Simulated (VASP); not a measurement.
OSZICAR of a VASP run on PbTe (rock salt):

File OSZICAR:
```
       N       E                     dE             d eps       ncg     rms          rms(c)
DAV:   1     0.152727665208E+03    0.15273E+03   -0.94114E+03   812   0.146E+03
DAV:   2     0.250290831592E+01   -0.15022E+03   -0.14747E+03   842   0.360E+02
DAV:   3    -0.740059935589E+01   -0.99035E+01   -0.96599E+01  1100   0.960E+01
DAV:   4    -0.763163844946E+01   -0.23104E+00   -0.23097E+00   998   0.162E+01
DAV:   5    -0.763879825436E+01   -0.71598E-02   -0.71597E-02  1170   0.259E+00    0.878E+00
DAV:   6    -0.757092111212E+01    0.67877E-01   -0.88745E-02  1186   0.367E+00    0.549E+00
DAV:   7    -0.755535453784E+01    0.15567E-01   -0.66028E-02  1120   0.224E+00    0.436E-01
DAV:   8    -0.755355345598E+01    0.18011E-02   -0.10614E-02  1036   0.129E+00    0.257E-01
DAV:   9    -0.755360650808E+01   -0.53052E-04   -0.76442E-04   980   0.218E-01    0.931E-02
DAV:  10    -0.755360232675E+01    0.41813E-05   -0.16352E-05  1016   0.332E-02    0.288E-02
DAV:  11    -0.755360249623E+01   -0.16948E-06   -0.47083E-06   954   0.151E-02
   1 F= 0.58775889E+01 E0= 0.58775895E+01  d E =0.587759E+01
       N       E                     dE             d eps       ncg     rms          rms(c)
DAV:   1    -0.261824924962E+02   -0.18629E+02   -0.51210E+02  1058   0.354E+02    0.470E+01
DAV:   2    -0.329079494786E+01    0.22892E+02   -0.68706E+01   920   0.275E+02    0.834E+00
DAV:   3    -0.146824794847E+01    0.18225E+01   -0.65753E+00  1164   0.485E+01    0.670E+00
DAV:   4    -0.136135900569E+01    0.10689E+00   -0.79258E-01  1060   0.115E+01    0.164E+00
DAV:   5    -0.138880248228E+01   -0.27443E-01   -0.44940E-02  1104   0.282E+00    0.122E+00
DAV:   6    -0.140499022448E+01   -0.16188E-01   -0.16722E-02  1256   0.297E+00    0.212E-01
DAV:   7    -0.140497846114E+01    0.11763E-04   -0.16026E-03  1098   0.695E-01    0.157E-01
DAV:   8    -0.140502454040E+01   -0.46079E-04   -0.13842E-04   914   0.862E-02    0.634E-02
DAV:   9    -0.140502219537E+01    0.23450E-05   -0.36889E-05  1042   0.606E-02    0.229E-02
DAV:  10    -0.140502246535E+01   -0.26998E-06   -0.20292E-06   958   0.132E-02
   2 F= 0.81045534E+01 E0= 0.81060447E+01  d E =0.222696E+01
       N       E                     dE             d eps       ncg     rms          rms(c)
DAV:   1    -0.179111407250E+02   -0.16506E+02   -0.47319E+02  1016   0.624E+02    0.225E+01
DAV:   2    -0.901931266069E+01    0.88918E+01   -0.30601E+01   986   0.103E+02    0.767E+00
DAV:   3    -0.684562629512E+01    0.21737E+01   -0.94835E+00   992   0.575E+01    0.117E+00
DAV:   4    -0.682367031640E+01    0.21956E-01   -0.28098E-01  1114   0.654E+00    0.223E+00
DAV:   5    -0.681509082051E+01    0.85795E-02   -0.11428E-02  1122   0.167E+00    0.170E+00
DAV:   6    -0.680675883634E+01    0.83320E-02   -0.78461E-03  1118   0.103E+00    0.317E-01
DAV:   7    -0.680604308443E+01    0.71575E-03   -0.46385E-03  1040   0.148E+00    0.244E-01
DAV:   8    -0.680604936836E+01   -0.62839E-05   -0.14661E-04   884   0.106E-01    0.841E-02
DAV:   9    -0.680600256232E+01    0.46806E-04   -0.14815E-04   944   0.253E-01    0.125E-01
DAV:  10    -0.680600189127E+01    0.67105E-06   -0.11293E-05  1066   0.357E-02    0.451E-02
DAV:  11    -0.680600181414E+01    0.77124E-07   -0.32288E-07   424   0.570E-03
   3 F= 0.56966001E+01 E0= 0.56972742E+01  d E =-.180989E+00
       N       E                     dE             d eps       ncg     rms          rms(c)
DAV:   1    -0.673281283788E+01    0.73189E-01   -0.24972E-01  1034   0.108E+01    0.611E-01
DAV:   2    -0.672576096205E+01    0.70519E-02   -0.14866E-02   986   0.293E+00    0.181E-01
DAV:   3    -0.672457405981E+01    0.11869E-02   -0.42923E-03  1040   0.140E+00    0.277E-02
DAV:   4    -0.672456810060E+01    0.59592E-05   -0.11742E-04   838   0.101E-01    0.409E-02
DAV:   5    -0.672456994565E+01   -0.18451E-05   -0.19414E-05  1156   0.706E-02    0.135E-02
DAV:   6    -0.672456968825E+01    0.25740E-06   -0.32216E-06   758   0.307E-02
   4 F= 0.56944696E+01 E0= 0.56951717E+01  d E =-.183119E+00
       N       E                     dE             d eps       ncg     rms          rms(c)
DAV:   1    -0.670031521652E+01    0.24255E-01   -0.22888E-02  1034   0.328E+00    0.183E-01
DAV:   2    -0.669967357657E+01    0.64164E-03   -0.13553E-03   986   0.881E-01    0.544E-02
DAV:   3    -0.669956529719E+01    0.10828E-03   -0.39327E-04  1034   0.424E-01    0.851E-03
DAV:   4    -0.669956471000E+01    0.58720E-06   -0.10764E-05   838   0.308E-02    0.122E-02
DAV:   5    -0.669956481630E+01   -0.10630E-06   -0.14216E-06   520   0.218E-02
   5 F= 0.56943425E+01 E0= 0.56950435E+01  d E =-.183246E+00
```

Q: Which electronic solver shows in the log?

A: It is blocked Davidson (ALGO = Normal, or the opening steps of other solvers). The INCAR had ALGO = Normal.

Q: Can the final energy be trusted as converged?

A: The calculation finished and met its thresholds. It stopped with EDIFF = 1E-6, NELM = 100, NSW = 40 and EDIFFG = -0.02 after 5 ionic steps (LDA (Ceperley-Alder, Perdew-Zunger), plane waves, VASP's LDA PAW potentials (set 64)). Energy and stress use the plane-wave basis of the starting cell.

The compound is PbTe in the rock salt structure. This run relaxes it under an external pressure of 45 GPa. Symmetry was kept, so distortions that lower it aren't found.
